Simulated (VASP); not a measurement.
# MnCuAs: structure and properties in VASP, part 5 of 8

What structure does MnCuAs take at this level, and what are its properties? The start is a computed cell from the Materials Project.

VASP 6.6.1, plane waves and PAW; the level of theory is named at each step.

Still holding for the runs below: The magnetic order is the lowest of the few collinear ones that converged above; longer or canted patterns were not tried. The k-mesh is coarse for a metal.

So far, largest spin moment in the PAW sphere (μB): step 2 (magnetic order: ferromagnetic) 3.38; step 4 (magnetic order: antiferromagnetic, q = (0, 0, 1/2)) 3.47; step 5 (magnetic order: antiferromagnetic, q = (1/2, 1/2, 1/2)) 3.45; step 6 (magnetic order: antiferromagnetic, q = (1/2, 1/2, 0)) 3.40; step 8 (relaxing cell and atoms (PBEsol)) 3.02. The relaxed cell has a = 3.571, c = 6.314 Å (conventional setting).

### Step 10. Single point with fields (PBEsol)

Level of this step: PBEsol, spin-polarised from an antiferromagnetic start; plane waves and PAW (Mn_pv, Cu, As) (VASP).

A single point on the relaxed cell gives a clean self-consistent state, with density, ELF and potential written out.

File INCAR:

```
SYSTEM = MnCuAs
PREC = Accurate
ENCUT = 400
EDIFF = 1E-06
NELM = 100
ISMEAR = 1
SIGMA = 0.2
LREAL = .FALSE.
ALGO = Normal
GGA = PS
NBANDS = 38
ISPIN = 2
MAGMOM = 3.44 -3.44 0 -0 0.01 -0.01
LASPH = .TRUE.
LMAXMIX = 4
LORBIT = 11
LWAVE = .FALSE.
LCHARG = .TRUE.
ISIF = 2
LELF = .TRUE.
LVHAR = .TRUE.
```

File POSCAR:

```
MnCuAs
1.0
    3.5711713683      0.0000000000      0.0000000000
    0.0000000000      3.5711713683      0.0000000000
    0.0000000000      0.0000000000      6.3137112322
Mn Cu As
2 2 2
Direct
    0.0000000000      0.5000000000      0.1495031497
    0.5000000000      0.0000000000      0.8504968503
    0.0000000000      0.0000000000      0.5000000000
    0.5000000000      0.5000000000      0.5000000000
    0.0000000000      0.5000000000      0.7765449474
    0.5000000000      0.0000000000      0.2234550526
```

File KPOINTS:

```
Automatic mesh
0
Gamma
6 6 4
0 0 0
```

The projector-augmented-wave data sets are Mn_pv, Cu and As (PBE family, release 64).

On the command line:

```bash
mpirun -np 8 vasp_std
```

What it wrote:

```text
[banner, memory and clock lines left out]
running    8 mpi-ranks, on    1 nodes
 distrk:  each k-point on    8 cores,    1 groups
 distr:  one band on    1 cores,    8 groups

 POSCAR found type information on POSCAR MnCuAs
 POSCAR found :  3 types and       6 ions
 [... a notice as in an earlier step ...]

 [... a notice as in an earlier step ...]

 LDA part: xc-table for (Slater+PW92), standard interpolation
|                                                                             |
|           W    W    AA    RRRRR   N    N  II  N    N   GGGG   !!!           |
|           W    W   A  A   R    R  NN   N  II  NN   N  G    G  !!!           |
|           W    W  A    A  R    R  N N  N  II  N N  N  G       !!!           |
|           W WW W  AAAAAA  RRRRR   N  N N  II  N  N N  G  GGG   !            |
|           WW  WW  A    A  R   R   N   NN  II  N   NN  G    G                |
|           W    W  A    A  R    R  N    N  II  N    N   GGGG   !!!           |
|                                                                             |
|     The number of bands has been changed from the values supplied in        |
|     The orbitals not found in the WAVECAR file will be initialized with     |
|     random numbers, which is usually adequate. For correlated               |
|     calculations, however, you should redo the groundstate calculation.     |
|     I found NBANDS = 38. Now, NBANDS = 40.                                  |
|                                                                             |

 POSCAR, INCAR and KPOINTS ok, starting setup
 FFT: planning ... GRIDC
 FFT: planning ... GRID_SOFT
 FFT: planning ... GRID
 WAVECAR not read
 entering main loop
       N       E                     dE             d eps       ncg     rms          rms(c)
DAV:   1     0.514190775305E+03    0.51419E+03   -0.24976E+04  5304   0.166E+03
DAV:   2     0.338707645440E+01   -0.51080E+03   -0.48943E+03  4832   0.430E+02
DAV:   3    -0.415358028739E+02   -0.44923E+02   -0.41964E+02  5424   0.145E+02
DAV:   4    -0.433767777653E+02   -0.18410E+01   -0.18274E+01  6528   0.310E+01
DAV:   5    -0.434232552859E+02   -0.46478E-01   -0.46461E-01  5864   0.477E+00    0.211E+01
DAV:   6    -0.410816527312E+02    0.23416E+01   -0.56796E+01  6536   0.135E+02    0.133E+01
DAV:   7    -0.385441584725E+02    0.25375E+01   -0.12192E+01  6040   0.673E+01    0.416E+00
DAV:   8    -0.386279884667E+02   -0.83830E-01   -0.13570E+00  7584   0.122E+01    0.335E+00
DAV:   9    -0.386059403153E+02    0.22048E-01   -0.23541E-01  7632   0.109E+01    0.178E+00
DAV:  10    -0.385824578160E+02    0.23482E-01   -0.95535E-02  7136   0.523E+00    0.647E-01
DAV:  11    -0.385805751655E+02    0.18827E-02   -0.16384E-02  7560   0.278E+00    0.229E-01
DAV:  12    -0.385807231708E+02   -0.14801E-03   -0.32813E-03  5720   0.290E-01    0.652E-02
DAV:  13    -0.385807357670E+02   -0.12596E-04   -0.15067E-04  7304   0.148E-01    0.396E-02
DAV:  14    -0.385807374341E+02   -0.16671E-05   -0.23081E-05  7160   0.108E-01    0.108E-02
DAV:  15    -0.385807382544E+02   -0.82032E-06   -0.36527E-06  4768   0.131E-02
   1 F= -.38580738E+02 E0= -.38581447E+02  d E =0.212660E-02  mag=     0.0000
```

Elapsed: 11 s, on 8 MPI ranks of AMD EPYC 9R45, shared host; peak memory 0.92 GiB; 88 s of CPU time.

Parts of OUTCAR (step 10):

```text
   k-points           NKPTS =     30   k-points in BZ     NKDIM =     30   number of bands    NBANDS=     40

   NELECT =      58.0000    total number of electrons

 E-fermi :   8.8660

 spin component 1
 k-point     1 :       0.0000    0.0000    0.0000
  band No.  band energies     occupation
    ...
     26       6.6964      1.00000
     27       7.5923      1.00000
     28       7.9725      1.00000
     29       8.4260      1.00398
     30       8.4260      1.00398
     31       9.0168      0.02257
     32      10.2825     -0.00000
     33      10.6075     -0.00000
     34      10.6075     -0.00000
     35      11.6593     -0.00000
    ...

 k-point     2 :       0.1667    0.0000    0.0000
  band No.  band energies     occupation
    ...
     26       7.0666      1.00000
     27       7.1061      1.00000
     28       7.9972      1.00000
     29       8.5748      1.02956
     30       8.7623      0.88010
     31       9.2500     -0.01025
     32       9.6431     -0.00000
     33      10.7818     -0.00000
     34      10.9953     -0.00000
     35      11.9118     -0.00000
    ...

  Total        0.0547937      0.0547937      0.0772381      0.0000000      0.0000000      0.0000000
  in kB        1.0902735      1.0902735      1.5368664      0.0000000      0.0000000      0.0000000
  external PRESSURE =       1.2391378 kB  Pullay stress =       0.0000000 kB

 POSITION                                       TOTAL-FORCE (eV/Angst)
 -----------------------------------------------------------------------------------
      0.00000      1.78559      0.94392         0.000000      0.000000     -0.002194
      1.78559      0.00000      5.36979        -0.000000     -0.000000      0.002194
      0.00000      0.00000      3.15686         0.000000     -0.000000      0.000000
      1.78559      1.78559      3.15686         0.000000      0.000000      0.000000
      0.00000      1.78559      4.90288         0.000000     -0.000000     -0.008600
      1.78559      0.00000      1.41083         0.000000      0.000000      0.008600
 -----------------------------------------------------------------------------------
    total drift:                                0.000000      0.000000     -0.000000

  FREE ENERGIE OF THE ION-ELECTRON SYSTEM (eV)
  ---------------------------------------------------
  free  energy   TOTEN  =       -38.5807382544 eV

  energy  without entropy=      -38.5828648586  energy(sigma->0) =      -38.58144712

[... 9 parts as in an earlier step ...]

[... 8 further parts left out ...]
```

With spin, VASP writes an ELF for each channel.

Numbers from this step:

```
SCF cycles : 15
bands      : 40
pressure   : 0.1239 GPa
```

Valence electrons inside each PAW sphere by angular momentum. Sphere charges, by row:

| atom | s (e) | p (e) | d (e) | tot (e) |
| --- | --- | --- | --- | --- |
| Mn1 | 0.255 | 6.241 | 5.161 | 11.66 |
| Mn2 | 0.255 | 6.241 | 5.161 | 11.66 |
| Cu3 | 0.415 | 0.456 | 9.207 | 10.08 |
| Cu4 | 0.415 | 0.456 | 9.207 | 10.08 |
| As5 | 1.195 | 1.585 | 0.094 | 2.874 |
| As6 | 1.195 | 1.585 | 0.094 | 2.874 |

Spin density in the ac plane at fractional y = 0.000, with atoms of Mn and Cu and As within 0.2 Å of it.

Ten even steps from '0' (-4.5 e/Å³) to '9' (0.0 e/Å³), each cell a mean:
```
99999998999999
99999865689999
99998631379999
99998510269999
99999753579999
99999988899999
99999999999999
99999999999999
99999999999999
99999999999999
99999999999999
99999999999999
99999999999999
99999999999999
99999999999999
99999999999999
99999999999999
99999999999999
99999999999999
99999999999999
99999999999999
99999999999999
99999999999999
99999999999999
```
Columns run along a (3.6 Å), rows up along c (6.3 Å). Atoms in or near the plane, at fractional coordinates: Mn at (0.50, 0.85), Cu at (0.00, 0.50), As at (0.50, 0.22).

Electrostatic potential energy in the ac plane at fractional y = 0.000, with atoms of Mn and Cu and As within 0.2 Å of it. With pseudopotentials it is smooth inside the atoms' cores, unlike the true potential.

Ten even steps from '_' (-50 eV) to '@' (2 eV), each cell a mean:
```
@@@@@@@@%%++==--==**%%@@@@@@
@@@@@@%%**--......--**@@@@@@
@@@@@@%%==..______::++%%@@@@
@@@@@@##==..______..++%%@@@@
@@@@@@%%++::____..::**%%@@@@
@@@@@@@@##==--::--++##@@@@@@
@@@@@@@@@@%%****##%%@@@@@@@@
@@@@@@@@@@@@@@@@@@@@@@@@@@@@
**##%%@@@@@@@@@@@@@@@@@@%%**
::--++%%@@@@@@@@@@@@@@##==--
__..--**@@@@@@@@@@@@%%++::__
____::++%%@@@@@@@@@@%%==..__
____::**@@@@@@@@@@@@%%++::__
..::==##@@@@@@@@@@@@%%**==::
==++##%%%%%%%%##%%%%%%%%**++
%%%%@@%%##++--::--++%%%%@@%%
@@@@@@%%++..__..__::**%%@@@@
@@@@@@##--__--++::__==%%@@@@
@@@@@@##::..==##==__==%%@@@@
@@@@@@%%==..::--....++%%@@@@
@@@@@@%%**--..__..--##@@@@@@
@@@@@@@@%%##**++**##%%@@@@@@
@@@@@@@@@@%%%%%%%%%%@@@@@@@@
@@@@@@@@@@%%####%%%%@@@@@@@@
```
Columns run along a (3.6 Å; values clipped at the 3rd and 97th percentile), rows up along c (6.3 Å). Atoms in or near the plane, at fractional coordinates: Mn at (0.50, 0.85), Cu at (0.00, 0.50), As at (0.50, 0.22).

Valence density in the ac plane at fractional y = 0.000, with atoms of Mn and Cu and As within 0.2 Å of it. It is the smooth field of the valence electrons, not physical close to the nuclei.

Ten steps, logarithmic in the rise over the least value, from '_' (0 e/Å³) to '@' (16 e/Å³), each cell a mean:
```
::::::::--==++**++==--::::::
::::::--==**##%%##**--::::::
::::::--++##@@@@@@##==--::::
::::::--++%%@@@@@@##==--::::
::::::--==##%%@@%%**==--::::
::::::::--++**##**==--::::::
::::::::------------::::::::
----::::::::::::::::::::::--
==------::::::::::::::------
##**==--::::::::::::----++**
@@%%**==--::::::::::--==##%%
@@@@##==--::::::::::--++##@@
@@%%**==--::::::::::--==##%%
####++------------------++##
++==----------------------==
----------------------------
::::----------------------::
::::--------::..::--------::
::::--------..__::------::::
::::::--------::--------::::
::::::------------------::::
::::::::--------------::::::
::::::::--------------::::::
::::::::------------::::::::
```
Columns run along a (3.6 Å), rows up along c (6.3 Å). Atoms in or near the plane, at fractional coordinates: Mn at (0.50, 0.85), Cu at (0.00, 0.50), As at (0.50, 0.22).

In this run the pressure is 0.12 GPa, small enough to go on.

### Step 11. Band structure (PBEsol)

The mesh alone shows little of the dispersion and can miss band extrema, so KPOINTS_OPT adds a path through the symmetry points after the self-consistent cycle.

File INCAR:

```
SYSTEM = MnCuAs
PREC = Accurate
ENCUT = 400
EDIFF = 1E-06
NELM = 100
ISMEAR = 1
SIGMA = 0.2
LREAL = .FALSE.
ALGO = Normal
GGA = PS
NBANDS = 48
ISPIN = 2
MAGMOM = 3.025 -3.025 0 0 0.011 -0.011
LASPH = .TRUE.
LMAXMIX = 4
LORBIT = 11
LWAVE = .FALSE.
LCHARG = .FALSE.
KPAR = 8
```

POSCAR is that of step 10.

KPOINTS is that of step 10.

File KPOINTS_OPT:

```
Line mode
16
Line-mode
Reciprocal
  0.00000000   0.00000000   0.00000000 GAMMA
  0.00000000   0.50000000   0.00000000 X

  0.00000000   0.50000000   0.00000000 X
  0.50000000   0.50000000   0.00000000 M

  0.50000000   0.50000000   0.00000000 M
  0.00000000   0.00000000   0.00000000 GAMMA

  0.00000000   0.00000000   0.00000000 GAMMA
  0.00000000   0.00000000   0.50000000 Z

  0.00000000   0.00000000   0.50000000 Z
  0.00000000   0.50000000   0.50000000 R

  0.00000000   0.50000000   0.50000000 R
  0.50000000   0.50000000   0.50000000 A

  0.50000000   0.50000000   0.50000000 A
  0.00000000   0.00000000   0.50000000 Z

  0.00000000   0.50000000   0.00000000 X
  0.00000000   0.50000000   0.50000000 R

  0.50000000   0.50000000   0.00000000 M
  0.50000000   0.50000000   0.50000000 A
```

On the command line:

```bash
mpirun -np 8 vasp_std
```

What it wrote:

```text
[... set-up lines as in an earlier step ...]
 entering main loop
       N       E                     dE             d eps       ncg     rms          rms(c)
DAV:   1     0.520317083436E+03    0.52032E+03   -0.23603E+04  6304   0.137E+03
DAV:   2     0.692120161378E+01   -0.51340E+03   -0.48264E+03  5792   0.374E+02
DAV:   3    -0.418797922114E+02   -0.48801E+02   -0.44509E+02  6592   0.126E+02
DAV:   4    -0.434298423370E+02   -0.15501E+01   -0.15422E+01  7048   0.253E+01
DAV:   5    -0.434686153689E+02   -0.38773E-01   -0.38766E-01  7032   0.387E+00    0.209E+01
DAV:   6    -0.413195253386E+02    0.21491E+01   -0.37872E+01  7584   0.113E+02    0.139E+01
DAV:   7    -0.385769688068E+02    0.27426E+01   -0.96910E+00  7504   0.557E+01    0.450E+00
DAV:   8    -0.386462177525E+02   -0.69249E-01   -0.88240E-01  9128   0.137E+01    0.390E+00
DAV:   9    -0.386047676114E+02    0.41450E-01   -0.35537E-01  8640   0.112E+01    0.187E+00
DAV:  10    -0.385825395999E+02    0.22228E-01   -0.63311E-02  8520   0.400E+00    0.696E-01
DAV:  11    -0.385804815663E+02    0.20580E-02   -0.12870E-02  8648   0.247E+00    0.218E-01
DAV:  12    -0.385807266295E+02   -0.24506E-03   -0.25973E-03  6784   0.241E-01    0.709E-02
DAV:  13    -0.385807371973E+02   -0.10568E-04   -0.10799E-04  7504   0.850E-02    0.413E-02
DAV:  14    -0.385807378074E+02   -0.61008E-06   -0.18433E-05  8952   0.865E-02    0.123E-02
DAV:  15    -0.385807383865E+02   -0.57918E-06   -0.45978E-06  5696   0.163E-02
   1 F= -.38580738E+02 E0= -.38581447E+02  d E =0.212727E-02  mag=     0.0000
 Start KPOINTS_OPT (optional k-point list driver)
k-point batch [1-30\144]
       N       E                     dE             ncg
DAV:   1     0.894637392727E+04   -0.25995E+05     6200
DAV:   2    -0.640678377776E+04   -0.15353E+05     5792
DAV:   3    -0.796535747889E+04   -0.15586E+04     6512
DAV:   4    -0.801187833545E+04   -0.46521E+02     6776
DAV:   5    -0.801311295232E+04   -0.12346E+01     7160
DAV:   6    -0.801315817889E+04   -0.45227E-01     7680
DAV:   7    -0.801315955543E+04   -0.13765E-02     7576
DAV:   8    -0.801315956532E+04   -0.98815E-05     5672
DAV:   9    -0.801315956577E+04   -0.45373E-06     3928
[...]
k-point batch [121-144\144]
       N       E                     dE             ncg
DAV:   1     0.159317316759E+05   -0.37551E+05     5104
DAV:   2     0.373930968183E+04   -0.12192E+05     4648
DAV:   3     0.254227205600E+04   -0.11970E+04     5264
DAV:   4     0.250841864751E+04   -0.33853E+02     5528
DAV:   5     0.250751024476E+04   -0.90840E+00     6000
DAV:   6     0.250748122227E+04   -0.29022E-01     6240
DAV:   7     0.250748046301E+04   -0.75926E-03     6216
DAV:   8     0.250748045682E+04   -0.61982E-05     4448
DAV:   9     0.250748045643E+04   -0.38236E-06     3304
```

The job ended after 31 s (8 MPI ranks; peak memory 2.7 GiB).

From OUTCAR (step 11):

```text
   k-points           NKPTS =     30   k-points in BZ     NKDIM =     30   number of bands    NBANDS=     48

   NELECT =      58.0000    total number of electrons

 E-fermi :   8.8660

 spin component 1
 k-point     1 :       0.0000    0.0000    0.0000
  band No.  band energies     occupation
    ...
     26       6.6964      1.00000
     27       7.5923      1.00000
     28       7.9725      1.00000
     29       8.4260      1.00397
     30       8.4260      1.00397
     31       9.0169      0.02254
     32      10.2824     -0.00000
     33      10.6075     -0.00000
     34      10.6075     -0.00000
     35      11.6593     -0.00000
    ...

 k-point     2 :       0.1667    0.0000    0.0000
  band No.  band energies     occupation
    ...
     26       7.0666      1.00000
     27       7.1062      1.00000
     28       7.9972      1.00000
     29       8.5748      1.02956
     30       8.7623      0.88007
     31       9.2501     -0.01025
     32       9.6431     -0.00000
     33      10.7818     -0.00000
     34      10.9953     -0.00000
     35      11.9118     -0.00000
    ...

  Total        0.0485234      0.0485234      0.0700413      0.0000000     -0.0000000      0.0000000
  in kB        0.9655074      0.9655074      1.3936667      0.0000000     -0.0000000      0.0000000
  external PRESSURE =       1.1082271 kB  Pullay stress =       0.0000000 kB

 POSITION                                       TOTAL-FORCE (eV/Angst)
 -----------------------------------------------------------------------------------
      0.00000      1.78559      0.94392        -0.000000     -0.000000     -0.002161
      1.78559      0.00000      5.36979        -0.000000     -0.000000      0.002161
      0.00000      0.00000      3.15686        -0.000000      0.000000      0.000000
      1.78559      1.78559      3.15686         0.000000     -0.000000      0.000000
      0.00000      1.78559      4.90288        -0.000000     -0.000000     -0.008641
      1.78559      0.00000      1.41083        -0.000000     -0.000000      0.008641
 -----------------------------------------------------------------------------------
    total drift:                                0.000000      0.000000     -0.000000

  FREE ENERGIE OF THE ION-ELECTRON SYSTEM (eV)
  ---------------------------------------------------
  free  energy   TOTEN  =       -38.5807383865 eV

  energy  without entropy=      -38.5828656573  energy(sigma->0) =      -38.58144748

[... 10 parts as in an earlier step ...]

[... 7 further parts left out ...]
```

Spin-orbit coupling is off here; it would split degenerate levels.

This step gave:

| Item | Value |
| --- | --- |
| bands | 48 |
| pressure | 0.1108 GPa |

Both spin channels agree. The electronic bands at the labelled points (eV, zero at the Fermi level; # counts the bands kept, so #1 is VASP's band 9):

| point | #18 | #19 | #20 | #21 | #22 | #23 | #24 | #25 |
| --- | --- | --- | --- | --- | --- | --- | --- | --- |
| Γ | -2.17 | -1.27 | -0.89 | -0.44 | -0.44 | 0.15 | 1.42 | 1.74 |
| 0.47 of the way | -2.01 | -1.74 | -0.80 | -0.22 | 0.16 | 0.56 | 0.63 | 1.61 |
| X | -1.87 | -1.70 | -1.06 | -0.46 | 0.45 | 0.99 | 1.17 | 2.18 |
| 0.47 of the way | -1.82 | -1.72 | -1.38 | -0.65 | 0.36 | 0.53 | 0.74 | 1.08 |
| M | -1.98 | -1.98 | -1.93 | -1.04 | 0.42 | 0.45 | 0.77 | 0.77 |
| 0.53 of the way | -2.02 | -1.34 | -1.28 | -0.82 | -0.02 | 0.31 | 0.94 | 1.43 |
| Γ | -2.17 | -1.27 | -0.89 | -0.44 | -0.44 | 0.15 | 1.42 | 1.74 |
| 0.53 of the way | -1.83 | -1.33 | -0.82 | -0.44 | -0.44 | 0.15 | 1.64 | 1.64 |
| Z | -1.68 | -1.39 | -0.77 | -0.41 | -0.41 | 0.16 | 1.53 | 1.53 |
| 0.53 of the way | -1.81 | -1.26 | -1.12 | -0.27 | 0.33 | 0.71 | 1.63 | 1.76 |
| R | -1.99 | -1.29 | -1.14 | 0.41 | 0.75 | 0.95 | 1.00 | 2.10 |
| 0.47 of the way | -2.09 | -1.95 | -0.60 | -0.11 | 0.11 | 0.96 | 1.03 | 1.62 |
| A | -2.04 | -1.98 | -1.58 | -1.17 | 0.88 | 0.88 | 0.94 | 1.15 |
| 0.47 of the way | -1.88 | -1.58 | -1.55 | -0.42 | 0.63 | 0.72 | 1.09 | 1.32 |
| Z | -1.68 | -1.39 | -0.77 | -0.41 | -0.41 | 0.16 | 1.53 | 1.53 |
| jump to X | -1.87 | -1.70 | -1.06 | -0.46 | 0.45 | 0.99 | 1.17 | 2.18 |
| 0.47 of the way | -1.69 | -1.52 | -1.49 | 0.07 | 0.43 | 0.99 | 1.13 | 2.33 |
| R | -1.99 | -1.29 | -1.14 | 0.41 | 0.75 | 0.95 | 1.00 | 2.10 |
| jump to M | -1.98 | -1.98 | -1.93 | -1.04 | 0.42 | 0.45 | 0.77 | 0.77 |
| 0.53 of the way | -2.01 | -1.98 | -1.69 | -1.13 | 0.83 | 0.83 | 0.85 | 1.15 |
| A | -2.04 | -1.98 | -1.58 | -1.17 | 0.88 | 0.88 | 0.94 | 1.15 |

Of the projections kept (Mn, Cu, As), the largest for each band there; the rest of the weight can lie on other orbitals:

```
point      #18      #19      #20      #21      #22      #23      #24      #25
    Γ  Mn 0.43  Mn 0.82  Mn 0.85  Mn 0.57  Mn 0.57  Mn 0.97  As 0.52  Mn 0.58
    X  Mn 0.77  Mn 0.74  Mn 0.72  Mn 0.70  Mn 0.94  Mn 0.97  Mn 0.84  Mn 0.43
    M  Cu 0.69  Mn 0.98  Mn 0.90  Mn 0.89  Mn 0.65  Mn 0.42  Mn 0.82  Mn 0.82
    Γ  Mn 0.43  Mn 0.82  Mn 0.85  Mn 0.57  Mn 0.57  Mn 0.97  As 0.52  Mn 0.58
    Z  Mn 0.63  Mn 0.89  Mn 0.81  As 0.40  As 0.40  Mn 0.97  Mn 0.82  Mn 0.82
    R  Mn 0.97  Mn 0.73  Mn 0.49  Mn 0.93  Mn 0.61  Mn 0.62  Mn 0.90  Mn 0.57
```

There is no gap at this level.

[end of part 5 of 8]

[Lines on the potential files, build, host, timing and source positions are cut from VASP's logs without a mark.]

[Logs are printed without paths, hosts, clocks, repeated set-up lines and the standing remarks that a program may print on its own settings, such as how far it seeks lower states.]

[Hosts, paths, dates, database ids (printed as entryN), source tags and the programs' standing remarks are cut or masked in the printed files.]

[A measured line is paired with the nearest computed mode of its activity, which favours agreement.]
